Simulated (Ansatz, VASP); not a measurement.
## CdS (Greenockite) in two plane-wave programs

Wanted: the spread between two codes on one cell, functional and k mesh. The structure shown is the start of the Ansatz relaxation below; VASP solves that cell, so the two are compared at the walk's first step.

Method: plane waves, with VASP 6.6.1 beside it; single point at LDA, in Ansatz 0.2.0.

## Step 1: The structure

It takes space group P6_3mc (No. 186, hexagonal). Conventional cell: a = 4.034 Å, b = 4.034 Å, c = 6.904 Å, α = 90.00°, β = 90.00°, γ = 120.00°. Nearest to S lie 4 Cd at 2.50 to 2.54 Å. Nearest to Cd lie 4 S at 2.50 to 2.54 Å. Farther neighbours and most contacts between anions are not listed.

## Step 2: Ansatz: relaxation, LDA

Ansatz runs on its PAW soft_1 files.

The two programs are compared at the cell with which this relaxation starts, whose forces are those of its first step.

File input.yaml:

```yaml
crystal:
  lattice:
    - [4.0339418477, 0.0, 0.0]
    - [-2.0169709238, 3.4934961175, 0.0]
    - [0.0, 0.0, 6.9043126056]
  atoms:
    - { symbol: S, position: [0.3333449999, 0.6666550001, 0.3711837329] }
    - { symbol: S, position: [0.6666550001, 0.3333449999, 0.8711837329] }
    - { symbol: Cd, position: [0.3333217286, 0.6666782714, 0.0038162671] }
    - { symbol: Cd, position: [0.6666782714, 0.3333217286, 0.5038162671] }
kpoints:
  mp_grid: { grid: [15, 15, 8] }
hamiltonian:
  xc: lda
  pseudopotentials: { kind: paw, azcp: { folder: soft_1 }, xc_functional: pbe }
scf:
  occupations: { method: gaussian, width: 0.02 }
output:
  forces: true
  stress: true
  eigenvalues: true
relax:
  adjacent_minimum: "off"
  f_tol: 0.001
  max_steps: 60
  cell: { stress_tol: 0.01, fix: [c, angles] }
```

Run with:

```bash
$ ansatz run input.yaml --threads 8 --pin off --max-ram 16384MiB --backend cpu --events-out ev --progress --plain --runs-dir out
```

Numbers of over 12 decimals in the logs are rounded to 6 here.

The log of the run:

```text
Engine: ansatz 0.2.0, aarch64-unknown-linux-gnu
Pseudopotentials: kind: paw
Pseudopotential: S, paw, valence charge 6, recommended cutoff 420 eV (normal), soft_1/S.paw.azcp
Pseudopotential: Cd, paw, valence charge 20, recommended cutoff 420 eV (normal), soft_1/Cd.paw.azcp
Functional definition: SPW92
  exchange = slater_x
  correlation = pw_c
Crystal: 4 atoms, lattice volume = 97.299 Å³
Basis set: ecut = 420 eV, 1919 PW (Γ)
Bands: 32, of which v1, the nominal top of the filled ones, is band 26 counted from 1 (25 counted from 0)
Symmetry: 4 space group operations
Space group: Cmc21 (ITA 36), of the structure as read, at distance tolerance 4.6e-5 Å
k-points: 320 of 1800 (time reversal used)
Non-local potential: S, projectors of the file, l = 0: 2, l = 1: 2, l = 2: 1
Non-local potential: Cd, projectors of the file, l = 0: 3, l = 1: 2, l = 2: 2, l = 3: 1
PAW form: soft (Blöchl's): semilocal exchange-correlation on the pseudo side does not see the compensation charge
PAW frozen core: S, regenerated for the run's functional, and the local potential with it (the file was generated under x = pbe(κ = 0.804, μ = 0.219515), c = pbe(β = 0.066725))
PAW frozen core: Cd, regenerated for the run's functional, and the local potential with it (the file was generated under x = pbe(κ = 0.804, μ = 0.219515), c = pbe(β = 0.066725))
PAW one-centre angular grid: S, 110 points (default); XC on 64 Gauss nodes
PAW one-centre angular grid: Cd, 590 points (default); XC on 64 Gauss nodes
Initial density: superposition of atomic densities (chi_scale 0.1, normalization cell, long waves kept (reshape's long-wave potential 0.00 eV rms))
Initial wavefunctions: pseudopotential atomic-orbital guess
Functional: x = slater, c = lda
SCF iter   1: F=—  HF=-17977.500643 eV  |F-HF|=—  |Δ(HF+E_count)|=         —  Δρ=2.33e-2  dr2=4.48e-1  ethr=3.10e-3  ⟨swp⟩=7.3  Hψ=46112  notcnv=0
preconditioner: auto → Resta (q_TF=auto, 2.458 Å⁻¹)  ε∞=4.7  [insulator: Δε(μ)=1.106 eV  Ē_g=11.782 eV  σ=0.020 eV  W_gap=1.00  n_scr=22 (ndim 8)  ℏωp=22.6 eV  f_vac=0.058  D(μ)=0.00/eV (n_scr^D=0)  ε∞_Penn≈4.7]
SCF iter   2: F=—  HF=-17977.396181 eV  |F-HF|=—  |Δ(HF+E_count)|=   1.04e-1  Δρ=1.20e-2  dr2=1.14e-1  ethr=8.62e-4  ⟨swp⟩=3.0  Hψ=19592  notcnv=0  defer=547
SCF iter   3: F=—  HF=-17977.374620 eV  |F-HF|=—  |Δ(HF+E_count)|=   2.16e-2  Δρ=3.66e-3  dr2=1.24e-2  ethr=2.20e-4  ⟨swp⟩=2.0  Hψ=12650  notcnv=0  defer=547
SCF iter   4: F=—  HF=-17977.372123 eV  |F-HF|=—  |Δ(HF+E_count)|=   2.50e-3  Δρ=8.07e-4  dr2=7.83e-4  ethr=2.38e-5  ⟨swp⟩=2.0  Hψ=16186  notcnv=0  defer=547
SCF iter   5: F=—  HF=-17977.372280 eV  |F-HF|=—  |Δ(HF+E_count)|=   1.57e-4  Δρ=3.37e-4  dr2=1.41e-4  ethr=1.51e-6  ⟨swp⟩=2.9  Hψ=18873  notcnv=0  defer=547
SCF iter   6: F=—  HF=-17977.372338 eV  |F-HF|=—  |Δ(HF+E_count)|=   5.83e-5  Δρ=6.37e-5  dr2=3.11e-6  ethr=2.72e-7  ⟨swp⟩=2.9  Hψ=15512  notcnv=0  defer=547
SCF iter   7: F=—  HF=-17977.372334 eV  |F-HF|=—  |Δ(HF+E_count)|=   4.32e-6  Δρ=9.58e-6  dr2=1.27e-7  ethr=5.98e-9  ⟨swp⟩=2.1  Hψ=17376  notcnv=0  defer=547
SCF iter   8: F=-17977.372334 eV  HF=-17977.372334 eV  |F-HF|=3.43e-9  |Δ(HF+E_count)|=   9.21e-8  Δρ=2.21e-6  dr2=6.49e-9  ethr=1.92e-10  ⟨swp⟩=10.8  Hψ=45384  notcnv=0
SCF 1 converged in 8 iterations: F = -17977.372334 eV  dr2 = 6.49e-9
  greatest PAW one-centre occupation: 1.001 electrons in one spin orbital (limit 2), on the Cd atom at site 3 (counted from 0), in its partial waves of l = 0
relax step   1: F+E_penalty+E_count = -17977.37233425 eV  Δ(F+E_penalty+E_count) = +0.000e0 eV  max|allowed force component| = 5.723e-2 eV/Å  Δτ_max = 0.0000 Å  P = -1.343 GPa  Ω = 97.299 Å³  fix = [c, alpha, beta, gamma]  reactions: c -3.511 GPa; gamma +0.000 GPa/rad  (8 SCF iters, dr2 threshold 1.00e-7 eV, accepted)
[...]
relax step   2: F+E_penalty+E_count = -17977.37371846 eV  Δ(F+E_penalty+E_count) = -1.384e-3 eV  max|allowed force component| = 3.228e-2 eV/Å  Δτ_max = 0.0052 Å  P = -1.037 GPa  Ω = 96.764 Å³  energy of the carried Pulay correction = +8.250e-5 eV  fix = [c, alpha, beta, gamma]  reactions: c -3.191 GPa; gamma +0.000 GPa/rad  (5 SCF iters, dr2 threshold 2.05e-7 eV, accepted)
[...]
relax step   3: F+E_penalty+E_count = -17977.37395361 eV  Δ(F+E_penalty+E_count) = -2.351e-4 eV  max|allowed force component| = 3.689e-4 eV/Å  Δτ_max = 0.0036 Å  P = -1.015 GPa  Ω = 96.689 Å³  energy of the carried Pulay correction = +9.411e-5 eV  fix = [c, alpha, beta, gamma]  reactions: c -3.032 GPa; gamma +0.000 GPa/rad  (5 SCF iters, dr2 threshold 6.51e-8 eV, accepted)
[...]
relax step   4: F+E_penalty+E_count = -17977.37386466 eV  Δ(F+E_penalty+E_count) = +8.895e-5 eV  max|allowed force component| = 3.705e-4 eV/Å  Δτ_max = 0.0000 Å  P = -1.015 GPa  Ω = 96.689 Å³  fix = [c, alpha, beta, gamma]  reactions: c -3.032 GPa; gamma +0.000 GPa/rad  stress off target by 6.89e-3 GPa on what of the cell is left free  SCF on the basis re-selected at this cell (its energy is not comparable with the rows above)  (6 SCF iters)
basis re-selected at this cell: Δ(F+E_penalty+E_count) = +8.895e-5 eV, ΔP = -0.000 GPa vs the last step (what re-selecting the basis moved, of the pressure what is left beyond the Pulay correction that the steps carried, after the strain that the cell walked since its last selection, with what the two solves' SCF thresholds leave and, on support functions, any second-order correction that the steps lacked; it is no m [...]
SCF converged after 6 iterations
Free energy (F): -17977.373865 eV
Harris-Foulkes:  -17977.373865 eV  (|F-HF|=3.64e-12)
Internal energy: -17977.373865 eV  (E = F + TS)
E sigma→0 (E₀):  -17977.373865 eV
Fermi energy:    7.500112 eV
--- Per-component energies (eV) ---
  E_band       = -1011.900659
  E_kinetic    = 1094.245864
  E_local      = -8016.559586  (includes V_loc(G=0)·N_el)
  E_nonlocal   = 325.361540
  E_hartree    = 3639.703527
  E_xc         = -488.008455
  E_vxc        = -558.482798  (∫ρ·V_xc dr)
  E_paw        = -9079.278159  (= ΣΔE_a)
  E_vpaw       = -1135.873275  (= ΣTr[D̂ρ^β])
  E_aug_tail   = 0.000548  (compensation charges beyond the density's cutoff)
  E_ewald      = -5454.678677
  E_core_change = 1.839534  (= ΣΔE_core)
  E_smearing   = -0.000000  (= −TS)
  E_closure    = -0.000000  (closes the sum)
  Σ components = -17977.373865   (vs F -17977.373865, Δ=0.00e0)
--- Forces (eV/Å), atoms counted from 1 ---
  atom   1  S     -0.00000186     0.00000107     0.00037126
  atom   2  S      0.00000186    -0.00000107     0.00037126
  atom   3  Cd     0.00000398    -0.00000230    -0.00036969
  atom   4  Cd    -0.00000398     0.00000230    -0.00036969
  max |Σ_I F_I| component: 3.15e-6 eV/Å
--- Stress (GPa, compression-positive) ---
       -0.006884      -0.000005       0.000000
       -0.000005      -0.006890       0.000000
        0.000000       0.000000      -3.032155
  P = ⅓ Tr σ = -1.0153 GPa (-10.153 kbar)
--- Band table (eV; the first three rows and the last of 320) ---
  k-point 0: bands = [... 22 lower, 6.3171, 6.8013, 7.0694, 7.0694, 7.9305, 9.9751, 13.1208, 13.5254, ... 2 higher]
  k-point 1: bands = [... 22 lower, 6.3435, 6.3995, 7.0381, 7.0381, 8.3012, 9.9806, 13.0274, 13.5466, ... 2 higher]
  k-point 2: bands = [... 22 lower, 6.4196, 6.4196, 6.9505, 6.9505, 8.9048, 9.9856, 12.8378, 13.6135, ... 2 higher]
  k-point 319: bands = [... 22 lower, 5.3785, 5.3785, 5.6884, 5.6884, 10.1259, 10.1259, 12.2495, 12.2495, ... 2 higher]
--- Relaxed structure (3 steps of the walk, 3 accepted, 1 SCFs on fresh bases) ---
  F+E_penalty+E_count = -17977.37386466 eV   max|allowed force component| = 3.705e-4 eV/Å   (the final SCF, on the basis selected at the relaxed cell)
  cell:  # Å, volume = 96.6888 Å³
    - [4.021263, -6.530734692841376e-12, 0]
    - [-2.010632, 3.482516, 0]
    - [0, 0, 6.9043126056]
  atoms:
    - { symbol: S, position: [0.333334, 0.666666, 0.369909] }
    - { symbol: S, position: [0.666666, 0.333334, 0.869909] }
    - { symbol: Cd, position: [0.333332, 0.666668, 0.00509131] }
    - { symbol: Cd, position: [0.666668, 0.333332, 0.505091] }
```

In the SCF lines HF is the Harris–Foulkes energy and dr2 the Hartree energy of the density residual, in eV; the loop may stop once dr2 is under the threshold and the program's other checks hold. Hψ counts applications of the Hamiltonian.

## Step 3: VASP: single point, LDA, start cell

The same cell, functional (in two slightly different forms), mesh and smearing now go to VASP, with its own data sets.

Lines of VASP's logs that name or quote its potential files are left out, and so is its time.

File INCAR:

```
SYSTEM = CdS
PREC = Accurate
ENCUT = 400
EDIFF = 1E-06
NELM = 120
ISMEAR = 0
SIGMA = 0.02
LREAL = .FALSE.
ALGO = Normal
GGA = CA
NBANDS = 24
LORBIT = 11
LWAVE = .FALSE.
LCHARG = .FALSE.
ISIF = 2
LASPH = .TRUE.
GGA_COMPAT = .FALSE.
EFERMI = MIDGAP
KPAR = 2
```

File POSCAR:

```
CdS
1.0
    4.0339420000      0.0000000000      0.0000000000
   -2.0169710000      3.4934960000      0.0000000000
    0.0000000000      0.0000000000      6.9043130000
S Cd
2 2
Direct
    0.3333451614      0.6666551214      0.3711837803
    0.6666548386      0.3333448786      0.8711837079
    0.3333218009      0.6666783073      0.0038163102
    0.6666781991      0.3333216927      0.5038162378
```

File KPOINTS:

```
Automatic mesh
0
Gamma
15 15 8
0 0 0
```

The projector-augmented-wave data sets are S and Cd (LDA family, release 64).

Run with:

```bash
$ mpirun -np 2 vasp_std
```

The log of the run:

```text
[banner, memory and clock lines left out]
running    2 mpi-ranks, on    1 nodes
 distrk:  each k-point on    1 cores,    2 groups
 distr:  one band on    1 cores,    1 groups

 POSCAR found type information on POSCAR S Cd
 POSCAR found :  2 types and       4 ions
 LDA part: xc-table for (Slater(with rela. corr.)+CA(PZ))
 , standard interpolation
 POSCAR, INCAR and KPOINTS ok, starting setup
 FFT: planning ... GRIDC
 FFT: planning ... GRID_SOFT
 FFT: planning ... GRID
 WAVECAR not read
 entering main loop
       N       E                     dE             d eps       ncg     rms          rms(c)
DAV:   1     0.213937695540E+03    0.21394E+03   -0.15435E+04 15392   0.113E+03
DAV:   2    -0.520173257776E+01   -0.21914E+03   -0.21345E+03 17736   0.314E+02
DAV:   3    -0.157239507686E+02   -0.10522E+02   -0.10489E+02 19112   0.711E+01
DAV:   4    -0.158193428085E+02   -0.95392E-01   -0.95364E-01 18016   0.657E+00
DAV:   5    -0.158210360120E+02   -0.16932E-02   -0.16931E-02 19552   0.831E-01    0.120E+01
DAV:   6    -0.148337373145E+02    0.98730E+00   -0.20713E+00 20528   0.158E+01    0.920E+00
DAV:   7    -0.148003390072E+02    0.33398E-01   -0.74192E-01 18680   0.489E+00    0.360E+00
DAV:   8    -0.147862808533E+02    0.14058E-01   -0.12380E-01 18096   0.350E+00    0.540E-01
DAV:   9    -0.147845463037E+02    0.17345E-02   -0.19578E-02 19584   0.181E+00    0.149E-01
DAV:  10    -0.147842854310E+02    0.26087E-03   -0.11759E-03 19768   0.389E-01    0.784E-02
DAV:  11    -0.147842958373E+02   -0.10406E-04   -0.10371E-04 18752   0.649E-02    0.920E-02
DAV:  12    -0.147843226066E+02   -0.26769E-04   -0.84529E-05 17320   0.425E-02    0.158E-01
DAV:  13    -0.147844093287E+02   -0.86722E-04   -0.10595E-04 17408   0.588E-02    0.315E-01
DAV:  14    -0.147846161752E+02   -0.20685E-03   -0.17424E-04 16520   0.571E-02    0.478E-01
DAV:  15    -0.147846282542E+02   -0.12079E-04   -0.56855E-06 19192   0.148E-02    0.490E-01
DAV:  16    -0.147845509510E+02    0.77303E-04   -0.16060E-05 15720   0.172E-02    0.432E-01
DAV:  17    -0.147843707070E+02    0.18024E-03   -0.18091E-04 15984   0.574E-02    0.241E-01
DAV:  18    -0.147843179601E+02    0.52747E-04   -0.72645E-05 18584   0.385E-02    0.114E-01
DAV:  19    -0.147843073736E+02    0.10586E-04   -0.13303E-05 16832   0.163E-02    0.550E-02
DAV:  20    -0.147843055528E+02    0.18208E-05   -0.22086E-06 15456   0.680E-03    0.353E-02
DAV:  21    -0.147843050404E+02    0.51246E-06   -0.11641E-06  8528   0.702E-03
   1 F= -.14784305E+02 E0= -.14784305E+02  d E =0.000000E+00
```

From OUTCAR (step 3):

```text
ion  position               nearest neighbor table
   1  0.333  0.667  0.371-   4 2.50   4 2.50   4 2.50   3 2.54
   2  0.667  0.333  0.871-   3 2.50   3 2.50   3 2.50   4 2.54
   3  0.333  0.667  0.004-   2 2.50   2 2.50   2 2.50   1 2.54
   4  0.667  0.333  0.504-   1 2.50   1 2.50   1 2.50   2 2.54

  LATTYP: Found a hexagonal cell.
 ALAT       =     4.0339420000
 C/A-ratio  =     1.7115548513

 Subroutine GETGRP returns: Found  4 space group operations
 (whereof  2 operations were pure point group operations)

The static configuration has the point symmetry C_1h.
 The point group associated with its full space group is C_2v.

 Found    320 irreducible k-points:

   k-points           NKPTS =    320   k-points in BZ     NKDIM =    320   number of bands    NBANDS=     24

   dimension x,y,z NGX =    28 NGY =   28 NGZ =   48
   dimension x,y,z NGXF=    56 NGYF=   56 NGZF=   96

   ENCUT  =  400.0 eV  29.40 Ry    5.42 a.u.   6.58  6.58 11.26*2*pi/ulx,y,z

   NELECT =      36.0000    total number of electrons

 k-points in reciprocal lattice and weights: Automatic mesh
   0.00000000  0.00000000  0.00000000       0.001
   0.06666667  0.00000000  0.00000000       0.002
  -0.06666667  0.06666667  0.00000000       0.001
   0.13333333  0.00000000  0.00000000       0.002
  -0.13333333  0.13333333  0.00000000       0.001
   0.20000000  0.00000000  0.00000000       0.002
  -0.20000000  0.20000000  0.00000000       0.001
   0.26666667  0.00000000  0.00000000       0.002
  -0.26666667  0.26666667  0.00000000       0.001
[...]
0.40000000  0.33333333  0.50000000       0.002
   0.33333333  0.33333333  0.50000000       0.001

 average (electrostatic) potential at core
       1 -89.7087       2 -89.7087       3 -39.9873       4 -39.9873

 E-fermi :   1.8110

 k-point     1 :       0.0000    0.0000    0.0000
  band No.  band energies     occupation
    ...
     14       0.6283      2.00000
     15       0.6283      2.00000
     16       1.1199      2.00000
     17       1.3660      2.00000
     18       1.3660      2.00000
     19       2.2560      0.00000
     20       4.2499      0.00000
     21       7.4645      0.00000
     22       7.8288      0.00000
     23       7.8290      0.00000
    ...

 k-point     2 :       0.0667    0.0000    0.0000
  band No.  band energies     occupation
    ...
     14       0.4104      2.00000
     15       0.5674      2.00000
     16       0.9707      2.00000
     17       1.1161      2.00000
     18       1.3314      2.00000
     19       2.6016      0.00000
     20       4.4561      0.00000
     21       7.5259      0.00000
     22       7.6596      0.00000
     23       7.8958      0.00000
    ...

 k-point     3 :      -0.0667    0.0667    0.0000
  band No.  band energies     occupation
    ...
     14       0.4104      2.00000
     15       0.5674      2.00000
     16       0.9707      2.00000
     17       1.1161      2.00000
     18       1.3314      2.00000
     19       2.6016      0.00000
     20       4.4561      0.00000
     21       7.5259      0.00000
     22       7.6595      0.00000
     23       7.8960      0.00000
    ...

  Total       -0.0976408     -0.0978329     -2.0939844     -0.0001664      0.0000000      0.0000000
  in kB       -1.6077986     -1.6109621    -34.4805083     -0.0027399      0.0000000      0.0000000
  external PRESSURE =     -12.5664230 kB  Pullay stress =       0.0000000 kB

  energy-cutoff  :      400.00
  volume of cell :       97.30
      direct lattice vectors                 reciprocal lattice vectors
     4.033942000  0.000000000  0.000000000     0.247896474  0.143123106  0.000000000
    -2.016971000  3.493496000  0.000000000     0.000000000  0.286246213  0.000000000
     0.000000000  0.000000000  6.904313000     0.000000000  0.000000000  0.144837003

 POSITION                                       TOTAL-FORCE (eV/Angst)
 -----------------------------------------------------------------------------------
      0.00007      2.32896      2.56277        -0.000090      0.000052     -0.067911
      2.01690      1.16454      6.01492         0.000090     -0.000052     -0.067911
     -0.00007      2.32904      0.02635        -0.000005      0.000003      0.067911
      2.01704      1.16446      3.47851         0.000005     -0.000003      0.067911
 -----------------------------------------------------------------------------------
    total drift:                               -0.000018     -0.000563      0.000598

  FREE ENERGIE OF THE ION-ELECTRON SYSTEM (eV)
  ---------------------------------------------------
  free  energy   TOTEN  =       -14.7843050404 eV

  energy  without entropy=      -14.7843050404  energy(sigma->0) =      -14.78430504

 total charge
# of ion       s       p       d       tot
------------------------------------------
    1        1.323   2.382   0.000   3.706
    2        1.323   2.382   0.000   3.706
    3        0.444   0.345   9.550  10.339
    4        0.444   0.345   9.550  10.339
--------------------------------------------------
tot          3.535   5.454  19.099  28.088

[... 3 further parts left out ...]
```

The run ends at a pressure of -1.26 GPa, with forces up to 0.068 eV/Å.

## Step 4: Side by side

Known differences besides the potentials themselves: the two LDA forms differ slightly; the data sets hold 52 valence electrons in Ansatz (on its PAW soft_1 files) and 36 in VASP; the cutoff is 420 eV in Ansatz and 400 eV in VASP; VASP's log shows a relativistic correction to its local exchange, Ansatz's none. Total energies have different zeros and are not compared.

Forces (eV/Å; atoms numbered as in POSCAR):

| atom | Ansatz x, y, z | VASP x, y, z |
| --- | --- | --- |
| S1 | 0.000, 0.000, -0.057 | 0.000, 0.000, -0.068 |
| S2 | 0.000, 0.000, -0.057 | 0.000, 0.000, -0.068 |
| Cd3 | 0.000, 0.000, 0.057 | 0.000, 0.000, 0.068 |
| Cd4 | 0.000, 0.000, 0.057 | 0.000, 0.000, 0.068 |

The forces differ by 6.2 meV/Å r.m.s., which is 15.7 % of the r.m.s. force of 0.039 eV/Å (both taken over all components). VASP's last cycles still show a density residual of 4e-03, so its state may not be settled.

## Step 5: What came out

| Item | Value |
| --- | --- |
| r.m.s. force difference (single point, LDA, start cell) | 6.2 meV/Å |

The r.m.s. force difference is 6.2 meV/Å (single point, LDA, start cell), within the 12 meV/Å picked in this series as the mark of a large difference. The data sets hold unlike numbers of valence electrons (52 in Ansatz and 36 in VASP), so part of the differences comes from the potentials. Such differences can come from data sets, numerical settings and the points named under the comparisons, not from the functional's error against experiment.

[Lines on the potential files, build, host, timing and source positions are cut from VASP's logs without a mark.]

[Logs are printed without paths, hosts, clocks, repeated set-up lines and the standing remarks that a program may print on its own settings, such as how far it seeks lower states.]

[Hosts, paths, dates, database ids (printed as entryN), source tags and the programs' standing remarks are cut or masked in the printed files.]
